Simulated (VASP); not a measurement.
A run of VASP 6.6.1:

File INCAR:

```
PREC = Accurate
ENCUT = 350
EDIFF = 1E-7
ISMEAR = 0
SIGMA = 0.1
LREAL = False
LASPH = True
NELM = 100
ALGO = Normal
ISIF = 3
LWAVE = False
LCHARG = False
IBRION = 2
NSW = 80
EDIFFG = -0.002
```

KPOINTS

```
regular mesh
0
Gamma
  10 10 10
```

Contents of POSCAR:

```
Rh
1.0
    0.0000000000      1.8978500000      1.8978500000
    1.8978500000      0.0000000000      1.8978500000
    1.8978500000      1.8978500000      0.0000000000
Rh
1
Direct
    0.0000000000      0.0000000000      0.0000000000
```

Potentials or basis: VASP PAW LDA potentials, release 64 (Rh_pv).

The run is started by

```bash
$ cat potpaw_LDA.64/Rh_pv/POTCAR > POTCAR
$ mpirun -np 1 vasp_std > vasp.out
```

Hardware: 1 thread of Intel(R) Xeon(R) 6975P-C (Granite Rapids) (shared host).

**Question.** How long does it take, and how much memory?

**Answer.** Run time: 4.8 s on 1 thread of Intel(R) Xeon(R) 6975P-C (Granite Rapids), with other jobs on the host, peak memory 0.11 GiB. Counts: scf iterations 47, k points 47, ion steps 7.
